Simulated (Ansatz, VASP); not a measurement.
# MgTiS3: VASP beside Ansatz, part 2 of 2

Wanted: the spread between two codes on one cell, functional and k mesh. The cell is generated by rule, not measured, and may not be a known phase. The cell is taken from a series of runs on this material, whose earlier steps may have relaxed, scaled, displaced or heated it; both programs get it as it stands.

VASP 6.6.1 and Ansatz 0.2.0.

So far: The structure; VASP: zone-centre phonons, PBE.

## (2) VASP: zone-centre phonons, PBE (continued)

Level of this step: PBE, no spin polarisation; plane waves and PAW (Mg, Ti_sv, S); invented cell (VASP).

Numbers of over 12 decimals in the logs are rounded to 6 here.

From OUTCAR (step 2):

```text
ion  position               nearest neighbor table
   1  0.000  0.000  0.000-
   2  0.500  0.500  0.500-   3 2.35   4 2.35   5 2.35   3 2.35   4 2.35   5 2.35
   3  0.500  0.500  0.000-   2 2.35   2 2.35
   4  0.500  0.000  0.500-   2 2.35   2 2.35
   5  0.000  0.500  0.500-   2 2.35   2 2.35

  LATTYP: Found a simple cubic cell.
 ALAT       =     4.7086208483

 Subroutine GETGRP returns: Found 48 space group operations
 (whereof 48 operations were pure point group operations)

The static configuration has the point symmetry O_h .

 Found     35 irreducible k-points:

   k-points           NKPTS =     35   k-points in BZ     NKDIM =     35   number of bands    NBANDS=     22

   dimension x,y,z NGX =    40 NGY =   40 NGZ =   40
   dimension x,y,z NGXF=    80 NGYF=   80 NGZF=   80

   ENCUT  =  600.0 eV  44.10 Ry    6.64 a.u.   9.40  9.40  9.40*2*pi/ulx,y,z

   NELECT =      32.0000    total number of electrons

 k-points in reciprocal lattice and weights: Automatic mesh
   0.00000000  0.00000000  0.00000000       0.002
   0.12500000  0.00000000  0.00000000       0.012
   0.25000000  0.00000000  0.00000000       0.012
   0.37500000  0.00000000  0.00000000       0.012
   0.50000000  0.00000000  0.00000000       0.006
   0.12500000  0.12500000  0.00000000       0.023
   0.25000000  0.12500000  0.00000000       0.047
   0.37500000  0.12500000  0.00000000       0.047
   0.50000000  0.12500000  0.00000000       0.023
[...]
0.50000000  0.50000000  0.37500000       0.012
   0.50000000  0.50000000  0.50000000       0.002

 average (electrostatic) potential at core
       1 -39.3520       2 -77.2054       3 -86.5494       4 -86.5494       5 -86.5494

  Total       -0.0320063     -0.0320063     -0.0320063      0.0000000     -0.0000000      0.0000000
  in kB       -0.4912070     -0.4912070     -0.4912070      0.0000000     -0.0000000      0.0000000
  external PRESSURE =      -0.4912070 kB  Pullay stress =       0.0000000 kB

  energy-cutoff  :      600.00
  volume of cell :      104.40
      direct lattice vectors                 reciprocal lattice vectors
     4.708620848  0.000000000  0.000000000     0.212376412  0.000000000  0.000000000
[...]
POSITION                                       TOTAL-FORCE (eV/Angst)
 -----------------------------------------------------------------------------------
      0.00000      0.00000      0.00000         0.000000      0.000000      0.000000
      2.35431      2.35431      2.35431         0.000000      0.000000      0.000000
      2.35431      2.35431      0.00000         0.000000      0.000000      0.000000
      2.35431      0.00000      2.35431         0.000000      0.000000      0.000000
      0.00000      2.35431      2.35431         0.000000      0.000000      0.000000
 -----------------------------------------------------------------------------------
    total drift:                                0.000000      0.000000     -0.000000

 Eigenvectors and eigenvalues of the dynamical matrix
 ----------------------------------------------------

   1 f  =   10.808254 THz    67.910261 2PiTHz  360.524539 cm-1    44.699326 meV
             X         Y         Z           dx          dy          dz
      0.000000  0.000000  0.000000     0.009232   -0.010602   -0.000000
      2.354310  2.354310  2.354310     0.211155   -0.242483    0.000000
      2.354310  2.354310  0.000000     0.155989   -0.179133   -0.000000
      2.354310  0.000000  2.354310     0.155989    0.667566    0.000000
      0.000000  2.354310  2.354310    -0.581318   -0.179133    0.000000

   2 f  =   10.808254 THz    67.910261 2PiTHz  360.524539 cm-1    44.699326 meV
             X         Y         Z           dx          dy          dz
      0.000000  0.000000  0.000000     0.000000    0.000000   -0.014058
      2.354310  2.354310  2.354310     0.000000   -0.000000   -0.321534
      2.354310  2.354310  0.000000     0.000000   -0.000000    0.885198
      2.354310  0.000000  2.354310     0.000000    0.000000   -0.237532
      0.000000  2.354310  2.354310    -0.000000    0.000000   -0.237532

   3 f  =   10.808254 THz    67.910261 2PiTHz  360.524539 cm-1    44.699326 meV
             X         Y         Z           dx          dy          dz
      0.000000  0.000000  0.000000     0.010602    0.009232    0.000000
      2.354310  2.354310  2.354310     0.242483    0.211155   -0.000000
      2.354310  2.354310  0.000000     0.179133    0.155989    0.000000
      2.354310  0.000000  2.354310     0.179133   -0.581318   -0.000000
      0.000000  2.354310  2.354310    -0.667566    0.155989    0.000000

   4 f  =    0.023469 THz     0.147461 2PiTHz    0.782849 cm-1     0.097061 meV
             X         Y         Z           dx          dy          dz
      0.000000  0.000000  0.000000    -0.343107   -0.140019   -0.052183
      2.354310  2.354310  2.354310    -0.497906   -0.203191   -0.075727
      2.354310  2.354310  0.000000    -0.397112   -0.162058   -0.060749
      2.354310  0.000000  2.354310    -0.397112   -0.163002   -0.060397
      0.000000  2.354310  2.354310    -0.399425   -0.162058   -0.060397

   5 f  =    0.023469 THz     0.147461 2PiTHz    0.782849 cm-1     0.097061 meV
             X         Y         Z           dx          dy          dz
      0.000000  0.000000  0.000000    -0.145926    0.342097    0.041549
      2.354310  2.354310  2.354310    -0.211763    0.496440    0.060294
      2.354310  2.354310  0.000000    -0.168895    0.395943    0.048369
      2.354310  0.000000  2.354310    -0.168895    0.398249    0.048088
      0.000000  2.354310  2.354310    -0.169879    0.395943    0.048088

   6 f  =    0.023469 THz     0.147461 2PiTHz    0.782849 cm-1     0.097061 meV
             X         Y         Z           dx          dy          dz
      0.000000  0.000000  0.000000     0.032157    0.058441   -0.368241
      2.354310  2.354310  2.354310     0.046665    0.084808   -0.534380
      2.354310  2.354310  0.000000     0.037218    0.067639   -0.428685
      2.354310  0.000000  2.354310     0.037218    0.068033   -0.426202
      0.000000  2.354310  2.354310     0.037435    0.067639   -0.426202

   7 f/i=    2.734131 THz    17.179053 2PiTHz   91.200801 cm-1    11.307453 meV
             X         Y         Z           dx          dy          dz
      0.000000  0.000000  0.000000    -0.168509   -0.385750    0.007536
      2.354310  2.354310  2.354310     0.305541    0.699442   -0.013665
      2.354310  2.354310  0.000000    -0.136404   -0.312254   -0.001570
      2.354310  0.000000  2.354310    -0.136404    0.080356    0.006100
      0.000000  2.354310  2.354310     0.035103   -0.312254    0.006100

   8 f/i=    2.734131 THz    17.179053 2PiTHz   91.200801 cm-1    11.307453 meV
             X         Y         Z           dx          dy          dz
      0.000000  0.000000  0.000000    -0.297544    0.135163    0.265431
      2.354310  2.354310  2.354310     0.539507   -0.245078   -0.481280
      2.354310  2.354310  0.000000    -0.240853    0.109411   -0.055293
      2.354310  0.000000  2.354310    -0.240853   -0.028156    0.214859
      0.000000  2.354310  2.354310     0.061982    0.109411    0.214859

   9 f/i=    2.734131 THz    17.179053 2PiTHz   91.200801 cm-1    11.307453 meV
             X         Y         Z           dx          dy          dz
      0.000000  0.000000  0.000000    -0.245616    0.100911   -0.326718
      2.354310  2.354310  2.354310     0.445352   -0.182972    0.592406
      2.354310  2.354310  0.000000    -0.198820    0.081685    0.068059
      2.354310  0.000000  2.354310    -0.198820   -0.021021   -0.264469
      0.000000  2.354310  2.354310     0.051165    0.081685   -0.264469

  10 f/i=    5.500723 THz    34.562063 2PiTHz  183.484373 cm-1    22.749153 meV
             X         Y         Z           dx          dy          dz
      0.000000  0.000000  0.000000     0.775767   -0.284045    0.000559
      2.354310  2.354310  2.354310     0.129172   -0.047296    0.000093
      2.354310  2.354310  0.000000    -0.351134    0.128567   -0.000093
      2.354310  0.000000  2.354310    -0.351134    0.047308   -0.000253
      0.000000  2.354310  2.354310    -0.129205    0.128567   -0.000253

  11 f/i=    5.500723 THz    34.562063 2PiTHz  183.484373 cm-1    22.749153 meV
             X         Y         Z           dx          dy          dz
      0.000000  0.000000  0.000000     0.283920    0.775471    0.023016
      2.354310  2.354310  2.354310     0.047275    0.129123    0.003832
      2.354310  2.354310  0.000000    -0.128510   -0.351001   -0.003833
      2.354310  0.000000  2.354310    -0.128510   -0.129156   -0.010418
      0.000000  2.354310  2.354310    -0.047287   -0.351001   -0.010418

  12 f/i=    5.500723 THz    34.562063 2PiTHz  183.484373 cm-1    22.749153 meV
             X         Y         Z           dx          dy          dz
      0.000000  0.000000  0.000000    -0.008438   -0.021421    0.825812
      2.354310  2.354310  2.354310    -0.001405   -0.003567    0.137505
      2.354310  2.354310  0.000000     0.003819    0.009696   -0.137540
      2.354310  0.000000  2.354310     0.003819    0.003568   -0.373786
      0.000000  2.354310  2.354310     0.001405    0.009696   -0.373786

  13 f/i=    5.829722 THz    36.629222 2PiTHz  194.458588 cm-1    24.109781 meV
             X         Y         Z           dx          dy          dz
      0.000000  0.000000  0.000000     0.000000    0.000000   -0.000000
      2.354310  2.354310  2.354310    -0.000000   -0.000000   -0.000000
      2.354310  2.354310  0.000000     0.247445    0.138619    0.000000
      2.354310  0.000000  2.354310    -0.247445   -0.000000    0.647731
      0.000000  2.354310  2.354310    -0.000000   -0.138619   -0.647731

  14 f/i=    5.829722 THz    36.629222 2PiTHz  194.458588 cm-1    24.109781 meV
             X         Y         Z           dx          dy          dz
      0.000000  0.000000  0.000000     0.000000    0.000000   -0.000000
      2.354310  2.354310  2.354310     0.000000    0.000000   -0.000000
      2.354310  2.354310  0.000000    -0.646367   -0.100672    0.000000
      2.354310  0.000000  2.354310     0.646367   -0.000000    0.268468
      0.000000  2.354310  2.354310    -0.000000    0.100672   -0.268468

  15 f/i=    5.829722 THz    36.629222 2PiTHz  194.458588 cm-1    24.109781 meV
             X         Y         Z           dx          dy          dz
      0.000000  0.000000  0.000000    -0.000000    0.000000    0.000000
      2.354310  2.354310  2.354310    -0.000000    0.000000    0.000000
      2.354310  2.354310  0.000000    -0.144849    0.686039   -0.000000
      2.354310  0.000000  2.354310     0.144849   -0.000000   -0.091482
      0.000000  2.354310  2.354310     0.000000   -0.686039    0.091482

 ELASTIC MODULI CONTR FROM IONIC RELAXATION (kBar)
 Direction    XX          YY          ZZ          XY          YZ          ZX
 --------------------------------------------------------------------------------
 XX           0.0000      0.0000      0.0000      0.0000      0.0000      0.0000
 YY           0.0000      0.0000      0.0000      0.0000      0.0000      0.0000
 ZZ           0.0000      0.0000      0.0000      0.0000      0.0000      0.0000
 XY           0.0000      0.0000      0.0000      0.0000      0.0000      0.0000
 YZ           0.0000      0.0000      0.0000      0.0000      0.0000      0.0000
 ZX           0.0000      0.0000      0.0000      0.0000      0.0000      0.0000
 --------------------------------------------------------------------------------
```

This run has no spin polarisation, so a moment on Ti, if there is one, isn't seen.

## (3) Ansatz: zone-centre phonons, PBE

Ansatz runs on its PAW soft_1 files.

The same cell, functional, mesh and smearing now go to Ansatz, which takes its cutoff from its data sets.

input.yaml reads:

```yaml
crystal:
  lattice:
    - [4.7086208483, 0.0, 0.0]
    - [0.0, 4.7086208483, 0.0]
    - [0.0, 0.0, 4.7086208483]
  atoms:
    - { symbol: Mg, position: [0.0, 0.0, 0.0] }
    - { symbol: Ti, position: [0.5, 0.5, 0.5] }
    - { symbol: S, position: [0.5, 0.5, 0.0] }
    - { symbol: S, position: [0.5, 0.0, 0.5] }
    - { symbol: S, position: [0.0, 0.5, 0.5] }
kpoints:
  mp_grid: { grid: [8, 8, 8] }
hamiltonian:
  xc: pbe
  pseudopotentials: { kind: paw, azcp: { folder: soft_1 } }
scf:
  occupations: { method: methfessel_paxton, width: 0.2 }
output:
  eigenvalues: true
phonons:
  method: dfpt
```

The run is started by

```bash
> ansatz run input.yaml --threads 4 --pin off --max-ram 16384MiB --backend cpu --events-out ev --progress --plain --runs-dir out
```

The log of the run:

```text
zone centre: on kpoints.mp_grid the ground state, and the responses unless they are solved on pairs of k-points, stand on 125 of the mesh's 512 k-points, reduced under 8 symmetry operations, with k and −k counted as one. Each operation leaves every solved displacement unchanged or reverses it
Engine: ansatz 0.2.0, aarch64-unknown-linux-gnu
Pseudopotentials: kind: paw
Pseudopotential: Mg, paw, valence charge 10, recommended cutoff 420 eV (normal), soft_1/Mg.paw.azcp
Pseudopotential: Ti, paw, valence charge 12, recommended cutoff 420 eV (normal), soft_1/Ti.paw.azcp
Pseudopotential: S, paw, valence charge 6, recommended cutoff 420 eV (normal), soft_1/S.paw.azcp
Functional definition: PBE
  parameter kappa = 0.804
  parameter beta = 0.066725
  exchange = pbe_x(kappa = kappa, mu = beta*pi^2/3)
  correlation = pbe_c(beta = beta)
Crystal: 5 atoms, lattice volume = 104.395 Å³
Basis set: ecut = 420 eV, 2007 PW (Γ), exchange–correlation on 64×64×64 points (8 copies of the dense FFT grid, shifted against one another)
Bands: 25, of which v1, the nominal top of the filled ones, is band 20 counted from 1 (19 counted from 0)
Symmetry: 48 space group operations
k-points: 125 of 512 (irreducible under 8 space group operations)
Non-local potential: Mg, projectors of the file, l = 0: 3, l = 1: 2, l = 2: 1
Non-local potential: Ti, projectors of the file, l = 0: 3, l = 1: 2, l = 2: 3, l = 3: 1
Non-local potential: S, projectors of the file, l = 0: 2, l = 1: 2, l = 2: 1
PAW form: soft (Blöchl's): semilocal exchange-correlation on the pseudo side does not see the compensation charge
PAW one-centre angular grid: Mg, 110 points (default); XC on 64 Gauss nodes
PAW one-centre angular grid: Ti, 590 points (default); XC on 64 Gauss nodes
PAW one-centre angular grid: S, 110 points (default); XC on 64 Gauss nodes
Initial density: superposition of atomic densities (chi_scale 0.1, normalization cell, long waves kept (reshape's long-wave potential 0.00 eV rms))
Initial wavefunctions: pseudopotential atomic-orbital guess
Functional: x = pbe(κ = 0.804, μ = 0.219515), c = pbe(β = 0.066725)
SCF iter   1: F=—  HF=-7134.452427 eV  |F-HF|=—  |Δ(HF+E_count)|=         —  Δρ=5.89e-2  dr2=8.64e0  ethr=3.10e-3  ⟨swp⟩=6.9  Hψ=35290  notcnv=0
automatic band count: the SCF goes on with 30 bands, as 25 were too few: they end inside the smearing window of the response
preconditioner: auto → Kerker (q_TF=auto, 2.325 Å⁻¹)  [metal: Δε(μ)=0.008 eV  Ē_g=8.775 eV  σ=0.200 eV  W_gap=0.03  n_scr=26 (ndim 8)  ℏωp=17.8 eV  f_vac=0.000  D(μ)=4.68/eV (n_scr^D=32)]
SCF iter   2: F=—  HF=-7133.699533 eV  |F-HF|=—  |Δ(HF+E_count)|=   7.53e-1  S|Δr|=    0.00e0  Δρ=2.91e-2  dr2=2.63e0  ethr=3.10e-3  ⟨swp⟩=2.0  Hψ=5642  notcnv=0  defer=165
SCF iter   3: F=—  HF=-7133.302937 eV  |F-HF|=—  |Δ(HF+E_count)|=   3.97e-1  S|Δr|=    0.00e0  Δρ=6.57e-3  dr2=1.85e-1  ethr=3.10e-3  ⟨swp⟩=3.5  Hψ=6113  notcnv=0  defer=165
SCF iter   4: F=—  HF=-7133.263240 eV  |F-HF|=—  |Δ(HF+E_count)|=   3.97e-2  S|Δr|=    0.00e0  Δρ=2.03e-3  dr2=1.22e-2  ethr=4.61e-4  ⟨swp⟩=1.6  Hψ=4736  notcnv=0  defer=180
SCF iter   5: F=—  HF=-7133.260244 eV  |F-HF|=—  |Δ(HF+E_count)|=   3.00e-3  S|Δr|=    0.00e0  Δρ=7.39e-4  dr2=5.50e-4  ethr=3.04e-5  ⟨swp⟩=2.1  Hψ=5891  notcnv=0  defer=180
SCF iter   6: F=—  HF=-7133.260014 eV  |F-HF|=—  |Δ(HF+E_count)|=   2.30e-4  S|Δr|=    0.00e0  Δρ=2.50e-4  dr2=8.49e-5  ethr=1.37e-6  ⟨swp⟩=2.5  Hψ=5738  notcnv=0  defer=180
SCF iter   7: F=—  HF=-7133.260028 eV  |F-HF|=—  |Δ(HF+E_count)|=   1.39e-5  S|Δr|=    0.00e0  Δρ=7.19e-5  dr2=4.52e-6  ethr=2.12e-7  ⟨swp⟩=2.2  Hψ=5821  notcnv=0  defer=180
SCF iter   8: F=—  HF=-7133.260034 eV  |F-HF|=—  |Δ(HF+E_count)|=   5.45e-6  S|Δr|=    0.00e0  Δρ=1.29e-5  dr2=2.21e-7  ethr=1.13e-8  ⟨swp⟩=2.0  Hψ=5029  notcnv=0  defer=180
SCF iter   9: F=—  HF=-7133.260035 eV  |F-HF|=—  |Δ(HF+E_count)|=   1.04e-6  S|Δr|=    0.00e0  Δρ=4.05e-6  dr2=2.33e-8  ethr=5.53e-10  ⟨swp⟩=2.0  Hψ=4562  notcnv=0  defer=188
SCF iter  10: F=—  HF=-7133.260035 eV  |F-HF|=—  |Δ(HF+E_count)|=   1.86e-8  S|Δr|=    0.00e0  Δρ=8.51e-7  dr2=8.59e-10  ethr=5.83e-11  ⟨swp⟩=2.2  Hψ=4968  notcnv=0  defer=188
SCF iter  11: F=—  HF=-7133.260035 eV  |F-HF|=—  |Δ(HF+E_count)|=  7.99e-10  S|Δr|=    0.00e0  Δρ=1.95e-7  dr2=4.19e-11  ethr=2.15e-12  ⟨swp⟩=2.2  Hψ=5424  notcnv=0  defer=188
SCF iter  12: F=-7133.260035 eV  HF=-7133.260035 eV  |F-HF|=1.82e-12  |Δ(HF+E_count)|=  3.82e-11  S|Δr|=    0.00e0  Δρ=5.17e-8  dr2=3.39e-12  ethr=1.00e-12  ⟨swp⟩=13.8  Hψ=20963  notcnv=0
SCF 1 converged in 12 iterations: F = -7133.260035 eV  dr2 = 3.39e-12
  greatest PAW one-centre occupation: 1.000 electrons in one spin orbital (limit 2), on the Mg atom at site 0 (counted from 0), in its partial waves of l = 0
DFPT response loops at Γ: preconditioner auto → Kerker (q_TF=auto, 2.325 Å⁻¹) (partly filled bands, converged f_vac=0.000); β = 1.00, the filter's whole step (`scf.mixing.beta` (0.50) is not read by the response loops under this deck's `scf.mixing.preconditioner`; to damp them name `kerker` or `kerker_dos`, under which they read `scf.mixing.beta`, and type it under 1.00, their step now; both keys bind the ground state too); Broyden in place of MSR1
SCF converged after 12 iterations
Stability not checked: this state was not tested for a lower state beside it, because cold or Methfessel-Paxton smearing, or corrected tetrahedra, fill the levels in a way that the test cannot read (fill_not_monotonic; see scf.lower_state_search)
Free energy (F): -7133.260035 eV
Harris-Foulkes:  -7133.260035 eV  (|F-HF|=1.82e-12)
Internal energy: -7133.255499 eV  (E = F + TS)
E sigma→0 (E₀):  -7133.258901 eV
Entropy (-TS):   -0.004536 eV (-0.907 meV/atom)
Fermi energy:    6.744362 eV
Step filling:    the computed levels leave a gap of 0.0025 eV = 0.0 smearing widths at the electron count; against every level under it full and every level over it empty, smearing changes F+E_penalty+E_count by -4.165 meV and its σ→0 estimate by -3.031 meV
--- Per-component energies (eV) ---
  E_band       = -598.243119
  E_kinetic    = 666.377019
  E_local      = -3415.665772  (includes V_loc(G=0)·N_el)
  E_nonlocal   = 358.029041
  E_hartree    = 1234.655170
  E_xc         = -408.952745
  E_vxc        = -427.190564  (∫ρ·V_xc dr)
  E_paw        = -3169.854617  (= ΣΔE_a)
  E_vpaw       = -249.102894  (= ΣTr[D̂ρ^β])
  E_aug_tail   = -0.000231  (compensation charges beyond the density's cutoff)
  E_ewald      = -2397.843363
  E_smearing   = -0.004536  (= −TS)
  E_closure    = -0.000000  (closes the sum)
  Σ components = -7133.260035   (vs F -7133.260035, Δ=0.00e0)
--- Band table (eV; the first three rows and the last of 125) ---
  k-point 0: bands = [... 16 lower, 5.4811, 6.2034, 6.2034, 6.2034, 6.2369, 6.6086, 6.6086, 6.6086, ... 6 higher]
  k-point 1: bands = [... 16 lower, 5.3711, 5.4446, 6.0339, 6.0339, 6.6173, 6.7226, 7.1285, 7.1285, ... 6 higher]
  k-point 2: bands = [... 16 lower, 4.5700, 5.1297, 6.0066, 6.0066, 6.6385, 7.4671, 7.8170, 7.8170, ... 6 higher]
  k-point 124: bands = [... 16 lower, 2.9053, 6.0356, 6.9574, 6.9574, 6.9574, 8.5181, 8.5181, 8.5181, ... 6 higher]
--- Phonons (Γ-DFPT): 4 representative perturbations + reference, on 125 of 512 k-points (Σ response iterations 12) ---
  k mesh reduced under 8 symmetry operations, with k and −k counted as one. Each operation leaves every solved displacement unchanged or reverses it
  ASR residual: 4.276e-5 → 0.000e0 eV/Å²; symmetrization residual: 5.118e-6 eV/Å²
  ASR residual per site (eV/Å²): 1.32e-5 1.85e-5 4.28e-5 4.28e-5 4.28e-5
  Γ frequencies (cm⁻¹): -195.77 -195.77 -195.77 -183.46 -183.46 -183.46 -91.80 -91.80 -91.80 0.00 0.00 0.00 361.20 361.20 361.20
  non-analytic LO–TO correction: not included (Born effective charges unavailable; polar crystals: no LO–TO splitting at Γ)
```

## (4) Comparison

Known differences besides the potentials themselves: the data sets hold 40 valence electrons in Ansatz (on its PAW soft_1 files) and 32 in VASP; the cutoff is 420 eV in Ansatz and 600 eV in VASP. Total energies have different zeros and are not compared.

Both answers:

| quantity | Ansatz | VASP | difference |
| --- | --- | --- | --- |
| optical mode 1 to 3 (imaginary, printed as negative) (cm⁻¹) | -195.8 | -194.5 | -1.3 |
| optical mode 4 to 6 (imaginary, printed as negative) (cm⁻¹) | -183.5 | -183.5 | 0.0 |
| optical mode 7 to 9 (imaginary, printed as negative) (cm⁻¹) | -91.8 | -91.2 | -0.6 |
| optical mode 10 to 12 (cm⁻¹) | 361.2 | 360.5 | +0.19 % |

Modes are paired by rising frequency, not by their patterns, so a pair may set unlike modes beside each other; they are those without the splitting of longitudinal modes.

## (5) What came out

| Property | Result |
| --- | --- |
| r.m.s. difference of the optical zone-centre modes, each program's sorted by frequency (zone-centre phonons, PBE) | 0.80 cm⁻¹ |

What this shows: The r.m.s. difference of the optical zone-centre modes, each program's sorted by frequency is 0.80 cm⁻¹ (zone-centre phonons, PBE). The data sets hold unlike numbers of valence electrons (40 in Ansatz and 32 in VASP), so part of the differences comes from the potentials. Such differences can come from data sets, numerical settings and the points named under the comparisons, not from the functional's error against experiment.

[Lines on the potential files, build, host, timing and source positions are cut from VASP's logs without a mark.]

[Logs are printed without paths, hosts, clocks, repeated set-up lines and the standing remarks that a program may print on its own settings, such as how far it seeks lower states.]

[Hosts, paths, dates, database ids (printed as entryN), source tags and the programs' standing remarks are cut or masked in the printed files.]
